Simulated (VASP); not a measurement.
MoI:

```
CELL_PARAMETERS angstrom
3.62326 0.00000 0.00000
0.00000 3.62326 0.00000
0.00000 0.00000 5.04208
ATOMIC_POSITIONS crystal
Mo 0.50000 0.50000 0.50000
I 0.00000 0.00000 0.50000
```

The cell was built by a generator and needn't be a form met in nature.

* Program: VASP 6.6.1
* Task: relaxation of cell and atoms
* Functional: PBE
* Dispersion: TS
* Potentials or basis: VASP PAW PBE potentials, release 64 (Mo_sv, I)
* Cutoff: 600 eV
* k mesh: 7 × 7 × 5
* Occupations: fermi-dirac, width 0.05 eV
* Spin: no spin polarisation

At the start: pressure 8.8 GPa; volume 33.10 Å³/atom.

Task: Where does the relaxation end?

Result: Over 21 steps the energy falls by 948.4 meV/atom and the volume is 23.31 Å³/atom (-29.6 %); space group P4/mmm (No. 123, to 0.05 Å).

Step by step:
```
step  energy change (eV)  largest force (eV/Å)  pressure (GPa)  volume (Å³)
   1              0.0000                0.0000            8.83        66.19
   2              0.0664                0.0000           -9.09        84.03
   3             -0.4210                0.0000           -3.29        73.91
   4             -0.4225                0.0000           -2.85        73.47
   5             -0.6220                0.0000           -3.89        69.04
   6             -1.0937                0.0000           -5.43        60.88
   7             -1.7840                0.0000            3.07        44.31
   8             -1.8110                0.0000           -4.58        50.19
   9             -1.8844                0.0000           -0.81        46.86
  10             -1.8866                0.0000           -2.40        48.03
  11             -1.8899                0.0000           -1.71        47.50
  12             -1.8514                0.0000            5.32        44.44
  13             -1.8968                0.0000            0.01        46.61
  14             -1.8968                0.0000            0.07        46.58
  15             -1.8968                0.0000            0.10        46.56
  16             -1.8969                0.0000           -0.04        46.67
  17             -1.8969                0.0000           -0.01        46.64
  18             -1.8969                0.0000            0.03        46.62
  19             -1.8969                0.0000           -0.03        46.66
  20             -1.8969                0.0000           -0.07        46.65
  21             -1.8969                0.0000            0.01        46.63
```

Final structure:
```yaml
crystal:
  lattice:
    - [3.85930, 0.00000, 0.00000]
    - [0.00000, 3.85930, 0.00000]
    - [0.00000, 0.00000, 3.13054]
  atoms:
    - { symbol: Mo, position: [0.50000, 0.50000, 0.50000] }
    - { symbol: I, position: [0.00000, 0.00000, 0.50000] }
```

Caveat: atom-pairwise D2, TS and ULG terms overbind metals; the volume moved by over 15 % at a fixed basis, so the end points are rough; an odd number of electrons without spin polarisation forces a metal; a magnetic or distorted state may lie lower.
